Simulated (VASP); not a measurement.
# NbB2 (P6/mmm) in VASP: notebook, part 2 of 2

VASP 6.6.1.

### Step 3. Relaxation of cell and atoms, LDA

This run uses another cell than the first one, of 8.94 Å³/atom, 0.983 times its volume.

INCAR reads:

```
PREC     = Accurate       # precision mode
ENCUT    = 520            # plane-wave cutoff, eV
EDIFF    = 1E-7           # SCF threshold, eV
ISMEAR   = 0              # smearing method
SIGMA    = 0.1            # smearing width, eV
LREAL    = False          # projectors in reciprocal space
LASPH    = True           # aspherical terms in the spheres
NELM     = 80             # most SCF steps
ALGO     = Normal         # electronic algorithm
ISIF     = 3              # what is computed and relaxed
LWAVE    = False          # write WAVECAR
LCHARG   = False          # write CHGCAR
GGA      = CA             # functional
IBRION   = 2              # ionic algorithm
NSW      = 80             # ionic steps
EDIFFG   = -0.002         # ionic threshold
KPAR     = 4
```

KPOINTS reads:

```
regular mesh
0
Gamma
  15 15 12
```

POSCAR reads:

```
NbB2                                    
1.0
    3.0741361194     -0.0000000000     -0.0000000000
   -1.5370680597      2.6622799779      0.0000000000
   -0.0000000000      0.0000000000      3.2761928212
  Nb              B             
     1     2
Direct
     0.0000000000000000    0.0000000000000000    0.0000000000000000
     0.3333333300000021    0.6666666699999979    0.5000000000000000
     0.6666666699999979    0.3333333300000021    0.5000000000000000
```

Potentials or basis: VASP PAW LDA potentials, release 64 (Nb_sv, B).

The run is started by

```
$ cat potpaw_LDA.64/Nb_sv/POTCAR potpaw_LDA.64/B/POTCAR > POTCAR
$ mpirun -np 4 vasp_std > vasp.out
```

OUTCAR:

```text
PREC = Accurate
   ENCUT = 520
   EDIFF = 1E-7
   ISMEAR = 0
   LREAL = False
   LASPH = True
   NELM = 80
   ISIF = 3
   GGA = CA
   IBRION = 2
   NSW = 80
   EDIFFG = -0.002

 ion  position               nearest neighbor table
   1  0.000  0.000  0.000-   2 2.42   3 2.42   2 2.42   3 2.42   3 2.42   3 2.42   2 2.42   2 2.42
                             3 2.42   3 2.42   2 2.42   2 2.42
   2  0.333  0.667  0.500-   3 1.77   3 1.77   3 1.77   1 2.42   1 2.42   1 2.42   1 2.42   1 2.42
                             1 2.42
   3  0.667  0.333  0.500-   2 1.77   2 1.77   2 1.77   1 2.42   1 2.42   1 2.42   1 2.42   1 2.42
                             1 2.42

  LATTYP: Found a hexagonal cell.
 ALAT       =     3.0741361194
 C/A-ratio  =     1.0657279619

  Lattice vectors:

 A1 = (   3.0741361194,   0.0000000000,   0.0000000000)
 A2 = (  -1.5370680597,   2.6622799779,   0.0000000000)
 A3 = (   0.0000000000,   0.0000000000,   3.2761928212)

Analysis of symmetry for initial positions (statically):
=====================================================================
 Subroutine PRICEL returns:
 Original cell was already a primitive cell.

 Routine SETGRP: Setting up the symmetry group for a
 hexagonal supercell.

 Subroutine GETGRP returns: Found 24 space group operations
 (whereof 24 operations were pure point group operations)
 out of a pool of 24 trial point group operations.

The static configuration has the point symmetry D_6h.

Analysis of symmetry for dynamics (positions and initial velocities):
=====================================================================
 Subroutine PRICEL returns:
 Original cell was already a primitive cell.

 Routine SETGRP: Setting up the symmetry group for a
 hexagonal supercell.

 Subroutine GETGRP returns: Found 24 space group operations
 (whereof 24 operations were pure point group operations)
 out of a pool of 24 trial point group operations.

[... 143 lines left out ...]

 number of electron      19.0000000 magnetization

 Free energy of the ion-electron system (eV)
  ---------------------------------------------------
  ext. energy  EPLUGINS =         0.00000000
  ---------------------------------------------------
  free energy    TOTEN  =       -28.55577852 eV

  energy without entropy =      -28.55150293  energy(sigma->0) =      -28.55364073

------------------------ aborting loop because EDIFF is reached ----------------------------------------

  FORCE on cell =-STRESS in cart. coord.  units (eV):
  Direction    XX          YY          ZZ          XY          YZ          ZX
  --------------------------------------------------------------------------------------
  -------------------------------------------------------------------------------------
  Total        0.0073169      0.0073169      0.0077729     -0.0000000      0.0000000      0.0000000
  in kB        0.4372113      0.4372113      0.4644571     -0.0000000      0.0000000      0.0000000
  external PRESSURE =       0.4462932 kB  Pullay stress =       0.0000000 kB
[... 98 lines left out ...]
--------------------------------------- Ionic step        4  -------------------------------------------

 number of electron      19.0000000 magnetization

 Free energy of the ion-electron system (eV)
  ---------------------------------------------------
  ext. energy  EPLUGINS =         0.00000000
  ---------------------------------------------------
  free energy    TOTEN  =       -28.55577868 eV

  energy without entropy =      -28.55150268  energy(sigma->0) =      -28.55364068

 E-fermi :  12.9451     XC(G=0): -13.3705

 val. band max:       12.9409980526   @ k =   0.0000   0.0000   0.1667
 cond. band min:      12.9546828877   @ k =   0.3333   0.0667   0.1667
 fundamental gap:      0.0136848351
 Fermi energy:        12.9450739105

 k-point     1 :       0.0000    0.0000    0.0000
  band No.  band energies     occupation
      1     -42.4758      2.00000
      2     -18.8348      2.00000
      3     -18.3550      2.00000
      4     -18.3550      2.00000
      5      -1.3948      2.00000
      6       8.4712      2.00000
      7       8.4712      2.00000
      8       8.5224      2.00000
      9       9.8019      2.00000
     10      14.2466      0.00000
     11      14.2466      0.00000
     12      16.1661      0.00000
     13      16.1661      0.00000
[... 354 lines left out ...]
  band No.  band energies     occupation
      1     -42.3655      2.00000
      2     -19.0843      2.00000
      3     -18.7323      2.00000
      4     -18.6785      2.00000
      5       2.9883      2.00000
      6       3.4266      2.00000
      7       5.8555      2.00000
      8       8.1436      2.00000
      9      10.5372      2.00000
     10      11.1098      2.00000
     11      13.9911      0.00000
     12      15.1605      0.00000
     13      18.3013      0.00000

 [... further k-points ...]

------------------------ aborting loop because EDIFF is reached ----------------------------------------

  FORCE on cell =-STRESS in cart. coord.  units (eV):
  Direction    XX          YY          ZZ          XY          YZ          ZX
  --------------------------------------------------------------------------------------
  -------------------------------------------------------------------------------------
  Total       -0.0017440     -0.0017440     -0.0003888     -0.0000000     -0.0000000     -0.0000000
  in kB       -0.1042005     -0.1042005     -0.0232310     -0.0000000     -0.0000000     -0.0000000
  external PRESSURE =      -0.0772107 kB  Pullay stress =       0.0000000 kB
[... 18 lines left out ...]
  FREE ENERGIE OF THE ION-ELECTRON SYSTEM (eV)
  ---------------------------------------------------
  free  energy   TOTEN  =       -28.5557786784 eV

  energy  without entropy=      -28.5515026785  energy(sigma->0) =      -28.55364068

 reached required accuracy - stopping structural energy minimisation
```

OSZICAR:

```text
N       E                     dE             d eps       ncg     rms          rms(c)
DAV:   1     0.157793730267E+03    0.15779E+03   -0.99717E+03  4914   0.145E+03
DAV:   2    -0.216565392544E+02   -0.17945E+03   -0.17454E+03  5904   0.520E+02
DAV:   3    -0.314603635730E+02   -0.98038E+01   -0.94214E+01  7316   0.958E+01
[... 24 lines left out ...]
   3 F= -.28555779E+02 E0= -.28553640E+02  d E =-.903740E-07
       N       E                     dE             d eps       ncg     rms          rms(c)
DAV:   1    -0.285557789551E+02   -0.39741E-06   -0.10234E-05  5464   0.549E-02    0.385E-03
DAV:   2    -0.285557786939E+02    0.26118E-06   -0.10126E-06  6511   0.167E-02    0.115E-03
DAV:   3    -0.285557786784E+02    0.15472E-07   -0.13697E-07  3053   0.460E-03
   4 F= -.28555779E+02 E0= -.28553641E+02  d E =-.157356E-06
```

CONTCAR:

```text
NbB2
   1.00000000000000
     3.0742038347057967    0.0000000000000000    0.0000000000000000
    -1.5371019173528984    2.6623386210752966   -0.0000000000000000
     0.0000000000000000    0.0000000000000000    3.2762694844805833
  Nb              B
     1     2
Direct
     0.0000000000000000    0.0000000000000000    0.0000000000000000
     0.3333333300000021    0.6666666699999979    0.5000000000000000
     0.6666666699999979    0.3333333300000021    0.5000000000000000

  0.00000000E+00  0.00000000E+00  0.00000000E+00
  0.00000000E+00  0.00000000E+00  0.00000000E+00
  0.00000000E+00  0.00000000E+00  0.00000000E+00
```

Wall time 17 s (4 MPI ranks of Intel Xeon Platinum 8488C (Sapphire Rapids), shared host); peak memory 0.17 GiB.

Results:

| Property | Result |
| --- | --- |
| Free energy | -28.5558 eV |
| Energy gained by relaxing | 0.0 meV/atom |
| Ionic steps | 4 |
| Pressure after relaxing | 0.0 GPa |
| Band gap on the k mesh | none (metal or under the smearing width) |

Final structure:
```
Nb B
1.0
     3.07420    0.00000    0.00000
    -1.53710    2.66234    0.00000
     0.00000    0.00000    3.27627
Nb B
1 2
Direct
  0.00000 0.00000 0.00000
  0.33333 0.66667 0.50000
  0.66667 0.33333 0.50000
```

### Step 4. Vibrations by finite differences, LDA

This run uses another cell than the first one, of 8.94 Å³/atom, 0.983 times its volume.

INCAR reads:

```
PREC = Accurate ; ENCUT = 520
EDIFF = 1E-8 ; ISMEAR = 0
SIGMA = 0.1 ; LREAL = False
LASPH = True ; NELM = 80
ALGO = Normal ; ISIF = 3
LWAVE = False ; LCHARG = False
GGA = CA ; IBRION = 6
NFREE = 2 ; POTIM = 0.015
NSW = 1 ; KPAR = 4
```

KPOINTS reads:

```
Automatic mesh
0
Gamma
  15 15 12
```

POSCAR reads:

```
NbB2                                    
1.0
    3.0742038347      0.0000000000      0.0000000000
   -1.5371019174      2.6623386211     -0.0000000000
    0.0000000000      0.0000000000      3.2762694845
  Nb              B             
     1     2
Direct
     0.0000000000000000    0.0000000000000000    0.0000000000000000
     0.3333333300000021    0.6666666699999979    0.5000000000000000
     0.6666666699999979    0.3333333300000021    0.5000000000000000
```

The run is started by

```
$ cat potpaw_LDA.64/Nb_sv/POTCAR potpaw_LDA.64/B/POTCAR > POTCAR
$ mpirun -np 4 vasp_std > vasp.out
```

Run time: 4.4 min. Hardware: 4 MPI ranks of Intel Xeon Platinum 8488C (Sapphire Rapids), shared host; peak memory 0.56 GiB.

The run converged. Its results:

```
Voigt bulk modulus            : 315 GPa
Highest phonon frequency at Γ : 819 cm⁻¹
```

Phonon frequencies in cm⁻¹ (negative: imaginary):
| q point | frequencies |
| --- | --- |
| (0.000, 0.000, 0.000) | -1 -1 0 434 434 496 562 819 819 |

Elastic tensor in Voigt notation (GPa, in the Cartesian axes of the cell as first typed):
```
654 116 202   0   0   0
116 654 202   0   0   0
202 202 488   0   0   0
  0   0   0 247   0   0
  0   0   0   0 247   0
  0   0   0   0   0 269
```

Clamped-ion elastic tensor (GPa):
```
655 115 202   0   0   0
115 655 202   0   0   0
202 202 488   0   0   0
  0   0   0 247   0   0
  0   0   0   0 247   0
  0   0   0   0   0 270
```

Caveat: elastic constants of metals need much finer meshes, so these are rough.
